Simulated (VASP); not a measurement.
```
HfB2
1.0
    1.57081    -2.72072     0.00000
    1.57081     2.72072     0.00000
    0.00000     0.00000     3.49969
Hf B
1 2
Direct
  0.00000   0.00000   0.00000
  0.33333   0.66667   0.50000
  0.66667   0.33333   0.50000
```

Level of theory: PW91 GGA, VASP's PBE PAW potentials (set 64) (plane waves; VASP 6.6.1). Numerical set-up: 520 eV cut-off, Gaussian smearing of 0.050 eV, potentials Hf_pv B.

Unless said otherwise, spin-orbit coupling is left out, though it shifts the bands of the heavy elements here.

**Question.** Predict the band gap (along the path) with the smallest direct gap where there is one.

**Answer.** 
band gap (along the path): none (metal, semimetal or under 0.01 eV)

The compound is HfB2 in the AlB2 type structure. It was relaxed first.
